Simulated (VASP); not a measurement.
An input for Quantum ESPRESSO's pw.x (written as the equivalent of a VASP run, and not itself run):

```
&CONTROL
  calculation = 'vc-relax'
  pseudo_dir = './pseudo'
  outdir = './out'
  tprnfor = .true.
  tstress = .true.
  nstep = 40
  forc_conv_thr = 0.00039
/
&SYSTEM
  ibrav = 0
  nat = 2
  ntyp = 1
  ecutwfc = 84
  occupations = 'smearing'
  smearing = 'methfessel-paxton'
  degauss = 0.00735
  input_dft = 'pbe'
/
&ELECTRONS
  conv_thr = 7.3e-09
  electron_maxstep = 100
/
&IONS
/
&CELL
  press = 50
/
ATOMIC_SPECIES
  Zn 65.380 Zn.upf
CELL_PARAMETERS angstrom
     1.3289300   -2.3017749    0.0000000
     1.3289300    2.3017749   -0.0000000
     0.0000000    0.0000000    4.6347362
ATOMIC_POSITIONS crystal
  Zn   0.3333330  0.6666670  0.2500000
  Zn   0.6666670  0.3333330  0.7500000
K_POINTS automatic
  14 14 8 0 0 0
```

**Question.** Translate this input to VASP (INCAR, KPOINTS, POSCAR, choice of POTCAR).

**Answer.** One answer among several that fit: 
### INCAR
```
SYSTEM = Zn
PREC = Accurate
ENCUT = 480
EDIFF = 1E-7
NELM = 100
ALGO = Normal
LREAL = .FALSE.
LASPH = .TRUE.
ISMEAR = 1
SIGMA = 0.1
GGA = PE
LMAXMIX = 4
LWAVE = .FALSE.
LCHARG = .FALSE.
ISIF = 3
IBRION = 2
NSW = 40
EDIFFG = -0.01
PSTRESS = 50
```

### KPOINTS
```
Automatic mesh
0
Gamma
14 14 8
0 0 0
```

POSCAR:
```
Zn
1.0
  1.3289300301  -2.3017748887   0.0000000000
  1.3289300301   2.3017748887   0.0000000000
  0.0000000000   0.0000000000   4.6347362134
Zn
2
Cart
  1.3289300301   0.7672598307   1.1586840534
  1.3289300301  -0.7672598307   3.4760521601
```

POTCAR, in this order: Zn (PBE.64 set). Program: vasp_std.

Limits of the translation: the potentials are each code's own (VASP's PAW set, PseudoDojo norm-conserving files in pw.x), so ENCUT and ecutwfc are chosen apart and not converted; conv_thr bounds pw.x's estimated SCF error, while EDIFF bounds the energy change between steps; forc_conv_thr acts on force components and is met together with etot_conv_thr.

The compound is Zn in the hcp structure. This run relaxes it under an external pressure of 5 GPa. Symmetry was kept, so distortions that lower it aren't found.
